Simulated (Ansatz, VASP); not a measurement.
# AlRu in two plane-wave programs

One calculation is typed for both programs; each brings its own data sets. How far apart do they land? The cell is taken from a series of runs on this material, whose earlier steps may have relaxed, scaled, displaced or heated it; both programs get it as it stands.

Main program and level: Ansatz 0.2.0; plane waves, with VASP 6.6.1 beside it; single point at PBEsol.

### Step 1. Set-up

It takes space group Pm-3m (No. 221, cubic). The conventional cell has a = 2.894 Å, b = 2.894 Å, c = 2.894 Å, α = 90.00°, β = 90.00°, γ = 90.00°. Al has 8 Ru at 2.51 Å nearest. Nearest to Ru lie 8 Al at 2.51 Å. Farther neighbours are not listed.

Structure file:

```cif
data_structure
_symmetry_space_group_name_H-M 'P 1'
_symmetry_Int_Tables_number 1
_cell_length_a 2.8944
_cell_length_b 2.8944
_cell_length_c 2.8944
_cell_angle_alpha 90.000
_cell_angle_beta 90.000
_cell_angle_gamma 90.000
_cell_volume 24.25
loop_
_atom_site_label
_atom_site_type_symbol
_atom_site_fract_x
_atom_site_fract_y
_atom_site_fract_z
_atom_site_occupancy
Al1 Al 0.00000 0.00000 0.00000 1
Ru2 Ru 0.50000 0.50000 0.50000 1
```

### Step 2. VASP: single point, PBEsol, pair 1

With cell and atoms fixed, the geometry can't cause a difference; cores, projectors, grids and the points listed under the comparison can.

Lines of VASP's logs that name or quote its potential files are left out, and so is its time.

INCAR reads:

```
SYSTEM = AlRu
PREC = Accurate
ENCUT = 500
EDIFF = 1E-06
NELM = 120
ISMEAR = 1
SIGMA = 0.2
LREAL = .FALSE.
ALGO = Normal
GGA = PS
NBANDS = 14
LASPH = .TRUE.
LORBIT = 11
LWAVE = .FALSE.
LCHARG = .FALSE.
ISIF = 2
GGA_COMPAT = .FALSE.
```

POSCAR reads:

```
AlRu
1.0
    2.8944306214      0.0000000000      0.0000000000
    0.0000000000      2.8944306214      0.0000000000
    0.0000000000      0.0000000000      2.8944306214
Al Ru
1 1
Direct
    0.0000000000      0.0000000000      0.0000000000
    0.5000000000      0.5000000000      0.5000000000
```

KPOINTS reads:

```
Automatic mesh
0
Gamma
16 16 16
0 0 0
```

Potentials, in the order of the species: Al and Ru_pv (PBE family, release 64).

On the command line:

```
$ mpirun -np 1 vasp_std
```

Numbers of over 12 decimals in the logs are rounded to 6 here.

What it wrote:

```text
[banner, memory and clock lines left out]
running    1 mpi-ranks, on    1 nodes
 distrk:  each k-point on    1 cores,    1 groups
 distr:  one band on    1 cores,    1 groups

 POSCAR found type information on POSCAR AlRu
 POSCAR found :  2 types and       2 ions
|                                                                             |
|               ----> ADVICE to this user running VASP <----                  |
|                                                                             |
|     You enforced a specific xc type in the INCAR file but a different       |
|     [... a line on the potential file left out ...]
|     I HOPE YOU KNOW WHAT YOU ARE DOING!                                     |
|                                                                             |

 LDA part: xc-table for (Slater+PW92), standard interpolation
 POSCAR, INCAR and KPOINTS ok, starting setup
 FFT: planning ... GRIDC
 FFT: planning ... GRID_SOFT
 FFT: planning ... GRID
 WAVECAR not read
 entering main loop
       N       E                     dE             d eps       ncg     rms          rms(c)
DAV:   1     0.111657499581E+03    0.11166E+03   -0.92855E+03  4820   0.111E+03
DAV:   2    -0.143269171614E+02   -0.12598E+03   -0.12049E+03  5202   0.319E+02
DAV:   3    -0.161765080445E+02   -0.18496E+01   -0.18417E+01  5538   0.406E+01
DAV:   4    -0.161919473000E+02   -0.15439E-01   -0.15436E-01  5916   0.372E+00
DAV:   5    -0.161922334812E+02   -0.28618E-03   -0.28614E-03  5758   0.438E-01    0.163E+01
DAV:   6    -0.154536666318E+02    0.73857E+00   -0.28263E+00  4968   0.198E+01    0.281E+00
DAV:   7    -0.153983707367E+02    0.55296E-01   -0.18828E-01  5184   0.498E+00    0.262E+00
DAV:   8    -0.153805750180E+02    0.17796E-01   -0.17510E-02  5796   0.962E-01    0.244E-01
DAV:   9    -0.153804522886E+02    0.12273E-03   -0.46185E-04  5770   0.130E-01    0.154E-01
DAV:  10    -0.153804464386E+02    0.58500E-05   -0.29747E-05  5742   0.627E-02    0.213E-02
DAV:  11    -0.153804446781E+02    0.17605E-05   -0.39192E-06  5814   0.243E-02    0.678E-03
DAV:  12    -0.153804443582E+02    0.31986E-06   -0.66589E-08  4116   0.277E-03
   1 F= -.15380444E+02 E0= -.15380036E+02  d E =-.122471E-02
```

From OUTCAR (step 2):

```text
ion  position               nearest neighbor table
   1  0.000  0.000  0.000-   2 2.51   2 2.51   2 2.51   2 2.51   2 2.51   2 2.51   2 2.51   2 2.51

  LATTYP: Found a simple cubic cell.
 ALAT       =     2.8944306214

 Subroutine GETGRP returns: Found 48 space group operations
 (whereof 48 operations were pure point group operations)

The static configuration has the point symmetry O_h .

 Found    165 irreducible k-points:

   k-points           NKPTS =    165   k-points in BZ     NKDIM =    165   number of bands    NBANDS=     14

   dimension x,y,z NGX =    24 NGY =   24 NGZ =   24
   dimension x,y,z NGXF=    48 NGYF=   48 NGZF=   48

   ENCUT  =  500.0 eV  36.75 Ry    6.06 a.u.   5.28  5.28  5.28*2*pi/ulx,y,z

   NELECT =      17.0000    total number of electrons

 k-points in reciprocal lattice and weights: Automatic mesh
   0.00000000  0.00000000  0.00000000       0.000
   0.06250000  0.00000000  0.00000000       0.001
   0.12500000  0.00000000  0.00000000       0.001
   0.18750000  0.00000000  0.00000000       0.001
   0.25000000  0.00000000  0.00000000       0.001
   0.31250000  0.00000000  0.00000000       0.001
   0.37500000  0.00000000  0.00000000       0.001
   0.43750000  0.00000000  0.00000000       0.001
   0.50000000  0.00000000  0.00000000       0.001
[...]
0.50000000  0.50000000  0.43750000       0.001
   0.50000000  0.50000000  0.50000000       0.000

 average (electrostatic) potential at core
       1 -66.6264       2 -66.5687

 E-fermi :  12.0790

 k-point     1 :       0.0000    0.0000    0.0000
  band No.  band energies     occupation
    ...
      2     -29.6814      2.00000
      3     -29.6814      2.00000
      4       1.7835      2.00000
      5       7.8880      2.00000
      6       7.8880      2.00000
      7      12.2831     -0.05427
      8      12.2831     -0.05427
      9      12.2831     -0.05427
     10      18.6320      0.00000
     11      18.6320      0.00000
    ...

 k-point     2 :       0.0625    0.0000    0.0000
  band No.  band energies     occupation
    ...
      2     -29.6804      2.00000
      3     -29.6804      2.00000
      4       1.8659      2.00000
      5       7.9182      2.00000
      6       7.9241      2.00000
      7      12.1720      0.29937
      8      12.1720      0.29936
      9      12.2942     -0.06265
     10      18.2448      0.00000
     11      18.8000      0.00000
    ...

 k-point     3 :       0.1250    0.0000    0.0000
  band No.  band energies     occupation
    ...
      4       2.1094      2.00000
      5       8.0060      2.00000
      6       8.0160      2.00000
      7      11.8799      2.04928
      8      11.8799      2.04928
      9      12.3260     -0.07088
     10      17.3679      0.00000
     11      19.2623      0.00000
     12      19.2623      0.00000
     13      22.8568      0.00000
    ...

  Total        3.3604879      3.3604879      3.3604879      0.0000000      0.0000000      0.0000000
  in kB      222.0360458    222.0360458    222.0360458      0.0000000      0.0000000      0.0000000
  external PRESSURE =     222.0360458 kB  Pullay stress =       0.0000000 kB

  energy-cutoff  :      500.00
  volume of cell :       24.25
      direct lattice vectors                 reciprocal lattice vectors
     2.894430621  0.000000000  0.000000000     0.345491093  0.000000000  0.000000000
     0.000000000  2.894430621  0.000000000     0.000000000  0.345491093  0.000000000
     0.000000000  0.000000000  2.894430621     0.000000000  0.000000000  0.345491093

 POSITION                                       TOTAL-FORCE (eV/Angst)
 -----------------------------------------------------------------------------------
      0.00000      0.00000      0.00000         0.000000      0.000000      0.000000
      1.44722      1.44722      1.44722         0.000000      0.000000      0.000000
 -----------------------------------------------------------------------------------
    total drift:                                0.000000     -0.000000     -0.000000

  FREE ENERGIE OF THE ION-ELECTRON SYSTEM (eV)
  ---------------------------------------------------
  free  energy   TOTEN  =       -15.3804443582 eV

  energy  without entropy=      -15.3792196464  energy(sigma->0) =      -15.38003612

 total charge
# of ion       s       p       d       tot
------------------------------------------
    1        0.406   0.468   0.000   0.875
    2        0.371   6.296   6.316  12.983
--------------------------------------------------
tot          0.778   6.765   6.316  13.858

[... 3 further parts left out ...]
```

This run has no spin polarisation. Its electron count is odd, so without a moment it is a metal by construction. The PAW data sets were made with PBE, which is usual practice but a small mismatch for other functionals.

### Step 3. Ansatz: single point, PBEsol, pair 1

Ansatz runs on its PAW soft_1 files.

The same cell, functional, mesh and smearing now go to Ansatz, which takes its cutoff from its data sets.

input.yaml reads:

```yaml
crystal:
  lattice:
    - [2.8944306214, 0.0, 0.0]
    - [0.0, 2.8944306214, 0.0]
    - [0.0, 0.0, 2.8944306214]
  atoms:
    - { symbol: Al, position: [0.0, 0.0, 0.0] }
    - { symbol: Ru, position: [0.5, 0.5, 0.5] }
kpoints:
  mp_grid: { grid: [16, 16, 16] }
hamiltonian:
  xc: pbesol
  pseudopotentials: { kind: paw, azcp: { folder: soft_1 }, xc_functional: pbe }
scf:
  occupations: { method: methfessel_paxton, width: 0.2 }
output:
  forces: true
  stress: true
  eigenvalues: true
```

On the command line:

```
$ ansatz run input.yaml --threads 4 --pin off --max-ram 10240MiB --backend cpu --events-out ev --progress --plain --runs-dir out
```

What it wrote:

```text
Engine: ansatz 0.2.0, aarch64-unknown-linux-gnu
Pseudopotentials: kind: paw
Pseudopotential: Al, paw, valence charge 3, recommended cutoff 420 eV (normal), soft_1/Al.paw.azcp
Pseudopotential: Ru, paw, valence charge 16, recommended cutoff 420 eV (normal), soft_1/Ru.paw.azcp
Functional definition: PBEsol
  exchange = pbesol_x
  correlation = pbesol_c
Crystal: 2 atoms, lattice volume = 24.249 Å³
Basis set: ecut = 420 eV, 461 PW (Γ), exchange–correlation on 40×40×40 points (8 copies of the dense FFT grid, shifted against one another)
Bands: 14, of which v1, the nominal top of the filled ones, is band 10 counted from 1 (9 counted from 0)
Symmetry: 48 space group operations
Space group: Pm-3m (ITA 221), of the structure as read, at distance tolerance 2.9e-5 Å
k-points: 165 of 4096
Non-local potential: Al, projectors of the file, l = 0: 2, l = 1: 2, l = 2: 1
Non-local potential: Ru, projectors of the file, l = 0: 3, l = 1: 2, l = 2: 2, l = 3: 1
PAW form: soft (Blöchl's): semilocal exchange-correlation on the pseudo side does not see the compensation charge
PAW frozen core: Al, regenerated for the run's functional, and the local potential with it (the file was generated under x = pbe(κ = 0.804, μ = 0.219515), c = pbe(β = 0.066725))
PAW frozen core: Ru, regenerated for the run's functional, and the local potential with it (the file was generated under x = pbe(κ = 0.804, μ = 0.219515), c = pbe(β = 0.066725))
PAW one-centre angular grid: Al, 110 points (default); XC on 64 Gauss nodes
PAW one-centre angular grid: Ru, 590 points (default); XC on 64 Gauss nodes
Initial density: superposition of atomic densities (chi_scale 0.1, normalization cell, long waves kept (reshape's long-wave potential 0.00 eV rms))
Initial wavefunctions: pseudopotential atomic-orbital guess
Functional: x = pbesol(κ = 0.804, μ = 0.123457), c = pbesol(β = 0.046)
SCF iter   1: F=—  HF=-6343.242797 eV  |F-HF|=—  |Δ(HF+E_count)|=         —  Δρ=1.20e-1  dr2=3.96e0  ethr=3.10e-3  ⟨swp⟩=4.9  Hψ=11348  notcnv=0
preconditioner: auto → none  [metal: Δε(μ)=0.008 eV  Ē_g=9.615 eV  σ=0.200 eV  W_gap=0.04  n_scr=6 (ndim 8)  ℏωp=25.0 eV  f_vac=0.000  D(μ)=1.20/eV (n_scr^D=6)  sad-step TF]
SCF iter   2: F=—  HF=-6342.577845 eV  |F-HF|=—  |Δ(HF+E_count)|=   6.65e-1  S|Δr|=    0.00e0  Δρ=7.13e-2  dr2=1.45e0  ethr=3.10e-3  ⟨swp⟩=2.9  Hψ=5228  notcnv=0  defer=17
SCF iter   3: F=—  HF=-6342.215450 eV  |F-HF|=—  |Δ(HF+E_count)|=   3.62e-1  S|Δr|=    0.00e0  Δρ=3.81e-3  dr2=3.04e-3  ethr=3.10e-3  ⟨swp⟩=2.1  Hψ=3852  notcnv=0  defer=17
SCF iter   4: F=—  HF=-6342.215352 eV  |F-HF|=—  |Δ(HF+E_count)|=   9.87e-5  S|Δr|=    0.00e0  Δρ=3.92e-4  dr2=7.92e-6  ethr=1.60e-5  ⟨swp⟩=1.7  Hψ=4066  notcnv=0  defer=17
SCF iter   5: F=—  HF=-6342.215416 eV  |F-HF|=—  |Δ(HF+E_count)|=   6.40e-5  S|Δr|=    0.00e0  Δρ=6.05e-5  dr2=5.33e-7  ethr=5.26e-10  ⟨swp⟩=7.2  Hψ=12045  notcnv=0
SCF iter   6: F=-6342.215416 eV  HF=-6342.215416 eV  |F-HF|=1.54e-8  |Δ(HF+E_count)|=   1.21e-7  S|Δr|=    0.00e0  Δρ=8.36e-6  dr2=1.64e-8  ethr=5.26e-10  ⟨swp⟩=5.0  Hψ=10354  notcnv=0
SCF 1 converged in 6 iterations: F = -6342.215416 eV  dr2 = 1.64e-8
  greatest PAW one-centre occupation: 1.000 electrons in one spin orbital (limit 2), on the Ru atom at site 1 (counted from 0), in its partial waves of l = 0
SCF converged after 6 iterations
Stability not checked: this state was not tested for a lower state beside it, because cold or Methfessel-Paxton smearing, or corrected tetrahedra, fill the levels in a way that the test cannot read (fill_not_monotonic; see scf.lower_state_search)
Free energy (F): -6342.215416 eV
Harris-Foulkes:  -6342.215416 eV  (|F-HF|=1.54e-8)
Internal energy: -6342.214194 eV  (E = F + TS)
E sigma→0 (E₀):  -6342.215110 eV
Entropy (-TS):   -0.001222 eV (-0.611 meV/atom)
Fermi energy:    17.909060 eV
--- Per-component energies (eV) ---
  E_band       = -89.472955
  E_kinetic    = 493.832512
  E_local      = -1717.403151  (includes V_loc(G=0)·N_el)
  E_nonlocal   = 428.350671
  E_hartree    = 624.222122
  E_xc         = -210.471242
  E_vxc        = -249.009689  (∫ρ·V_xc dr)
  E_paw        = -3899.225881  (= ΣΔE_a)
  E_vpaw       = -293.694429  (= ΣTr[D̂ρ^β])
  E_aug_tail   = 0.000653  (compensation charges beyond the density's cutoff)
  E_ewald      = -2061.792314
  E_core_change = 0.272436  (= ΣΔE_core)
  E_smearing   = -0.001222  (= −TS)
  E_closure    = -0.000000  (closes the sum)
  Σ components = -6342.215416   (vs F -6342.215416, Δ=0.00e0)
--- Forces (eV/Å), atoms counted from 1 ---
  atom   1  Al    -0.00000000     0.00000000     0.00000000
  atom   2  Ru     0.00000000     0.00000000     0.00000000
  max |Σ_I F_I| component: 2.33e-29 eV/Å
--- Stress (GPa, compression-positive) ---
       21.957769      -0.000000      -0.000000
        0.000000      21.957769       0.000000
        0.000000       0.000000      21.957769
  P = ⅓ Tr σ = 21.9578 GPa (219.578 kbar)
--- Band table (eV; the first three rows and the last of 165) ---
  k-point 0: bands = [... 6 lower, 13.7195, 18.1121, 18.1121, 18.1121, 24.4543, 24.4543, 24.4543, 29.4347]
  k-point 1: bands = [... 6 lower, 13.7556, 18.0011, 18.0011, 18.1232, 24.0682, 24.6216, 24.6216, 29.2162]
  k-point 2: bands = [... 6 lower, 13.8474, 17.7094, 17.7094, 18.1551, 23.1938, 25.0821, 25.0821, 28.6411]
  k-point 164: bands = [... 6 lower, 12.6726, 19.7916, 19.7916, 21.1119, 22.2446, 22.2446, 22.2446, 27.4332]
```

Reading the cycles: dr2 is the Hartree energy of the density residual (eV), the measure of convergence; HF is the Harris–Foulkes estimate of the energy, which meets the free energy F at convergence.

The run ends at a pressure of 21.96 GPa.

### Step 4. Differences

Known differences besides the potentials themselves: the data sets hold 19 valence electrons in Ansatz (on its PAW soft_1 files) and 17 in VASP; the cutoff is 420 eV in Ansatz and 500 eV in VASP; Ansatz makes its cores anew for this functional, VASP keeps those of its PBE data sets. Total energies have different zeros and are not compared.

Both answers:

```csv
quantity,Ansatz,VASP,difference
pressure (GPa),21.96,22.20,-0.25
```

### Step 5. Ansatz: single point, PBEsol, pair 2

With cell and atoms fixed, the geometry can't cause a difference; cores, projectors, grids and the points listed under the comparison can. The cell compared in this pair holds 23.72 Å³, against 24.25 Å³ for the pair before.

The cell is taken from a series of runs on this material, whose earlier steps may have relaxed, scaled, displaced or heated it; both programs get it as it stands.

input.yaml, as its differences from that of step 3:

```diff
@@ -2,5 +2,5 @@
   lattice:
-    - [2.8944306214, 0.0, 0.0]
-    - [0.0, 2.8944306214, 0.0]
-    - [0.0, 0.0, 2.8944306214]
+    - [2.8733026373, 0.0, 0.0]
+    - [0.0, 2.8733026373, 0.0]
+    - [0.0, 0.0, 2.8733026373]
   atoms:
```

What it wrote:

```text
[...]
Crystal: 2 atoms, lattice volume = 23.722 Å³
Basis set: ecut = 420 eV, 461 PW (Γ), exchange–correlation on 40×40×40 points (8 copies of the dense FFT grid, shifted against one another)
Bands: 14, of which v1, the nominal top of the filled ones, is band 10 counted from 1 (9 counted from 0)
Symmetry: 48 space group operations
[...]
k-points: 165 of 4096
[...]
--- Band table (eV; the first three rows and the last of 165) ---
  k-point 0: bands = [... 6 lower, 14.0519, 18.5908, 18.5908, 18.5908, 25.0426, 25.0426, 25.0426, 30.0394]
  k-point 1: bands = [... 6 lower, 14.0904, 18.4763, 18.4763, 18.6024, 24.6545, 25.2134, 25.2134, 29.8093]
  k-point 2: bands = [... 6 lower, 14.1891, 18.1753, 18.1753, 18.6355, 23.7750, 25.6824, 25.6824, 29.2065]
  k-point 164: bands = [... 6 lower, 13.0046, 20.3308, 20.3308, 21.7243, 22.7814, 22.7814, 22.7814, 28.1340]
[key lines of the parts left out:]
SCF converged after 6 iterations
Free energy (F): -6342.131642 eV
Fermi energy:    18.382637 eV
P = ⅓ Tr σ = 29.0988 GPa (290.988 kbar)
```

The run ends at a pressure of 29.10 GPa.

### Step 6. VASP: single point, PBEsol, pair 2

The same cell, functional, mesh and smearing now go to VASP, with its own data sets.

INCAR is that of step 2.

POSCAR reads:

```
AlRu
1.0
    2.8733026373      0.0000000000      0.0000000000
    0.0000000000      2.8733026373      0.0000000000
    0.0000000000      0.0000000000      2.8733026373
Al Ru
1 1
Direct
    0.0000000000      0.0000000000      0.0000000000
    0.5000000000      0.5000000000      0.5000000000
```

KPOINTS is that of step 2.

On the command line:

```
$ mpirun -np 1 vasp_std
```

What it wrote:

```text
[banner, memory and clock lines left out]
running    1 mpi-ranks, on    1 nodes
[...]
[... a notice as in an earlier step ...]

 LDA part: xc-table for (Slater+PW92), standard interpolation
 POSCAR, INCAR and KPOINTS ok, starting setup
[...]
entering main loop
       N       E                     dE             d eps       ncg     rms          rms(c)
DAV:   1     0.113642441426E+03    0.11364E+03   -0.92873E+03  4772   0.111E+03
DAV:   2    -0.142499014820E+02   -0.12789E+03   -0.12230E+03  5142   0.322E+02
DAV:   3    -0.160936432610E+02   -0.18437E+01   -0.18369E+01  5532   0.409E+01
DAV:   4    -0.161087908619E+02   -0.15148E-01   -0.15144E-01  5924   0.373E+00
[...]
DAV:  10    -0.152955413009E+02    0.53578E-05   -0.31253E-05  5784   0.629E-02    0.229E-02
DAV:  11    -0.152955395689E+02    0.17320E-05   -0.37626E-06  5820   0.237E-02    0.704E-03
DAV:  12    -0.152955393023E+02    0.26669E-06   -0.48346E-08  4206   0.244E-03
   1 F= -.15295539E+02 E0= -.15295114E+02  d E =-.127507E-02
```

[end of part 1 of 2]

[Lines on the potential files, build, host, timing and source positions are cut from VASP's logs without a mark.]

[Logs are printed without paths, hosts, clocks, repeated set-up lines and the standing remarks that a program may print on its own settings, such as how far it seeks lower states.]

[Hosts, paths, dates, database ids (printed as entryN), source tags and the programs' standing remarks are cut or masked in the printed files.]
